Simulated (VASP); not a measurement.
Crystal: V.

```
V
1.0
    -1.47500    1.47500    1.47500
     1.47500   -1.47500    1.47500
     1.47500    1.47500   -1.47500
V
1
Direct
  0.00000 0.00000 0.00000
```

The cell was built by a generator and needn't be a form met in nature.

| Property | Result |
| --- | --- |
| Program | VASP 6.6.1 |
| Task | relaxation of cell and atoms |
| Functional | PBE |
| Potentials or basis | VASP PAW PBE potentials, release 64 (V_sv) |
| Cutoff | 700 eV |
| k mesh | 20 × 20 × 20 |
| Occupations | methfessel-paxton, width 0.1 eV |
| Spin | no spin polarisation |

At the start: pressure 9.6 GPa; volume 12.84 Å³/atom.

Where does the relaxation end?

Over 5 steps the energy falls by 18.1 meV/atom and the volume is 13.46 Å³/atom (+4.9 %); space group Im-3m (No. 229, to 0.05 Å).

Step by step:
| step | energy change (eV) | largest force (eV/Å) | pressure (GPa) | volume (Å³) |
| --- | --- | --- | --- | --- |
| 1 | 0.0000 | 0.0000 | 9.62 | 12.84 |
| 2 | 0.0103 | 0.0000 | -10.08 | 14.32 |
| 3 | -0.0181 | 0.0000 | -0.10 | 13.47 |
| 4 | -0.0181 | 0.0000 | 0.07 | 13.46 |
| 5 | -0.0181 | 0.0000 | 0.06 | 13.46 |

Final structure:
```xyz
1
Lattice="-1.4985 1.4985 1.4985 1.4985 -1.4985 1.4985 1.4985 1.4985 -1.4985" Properties=species:S:1:pos:R:3 pbc="T T T"
V     0.0000    0.0000    0.0000
```
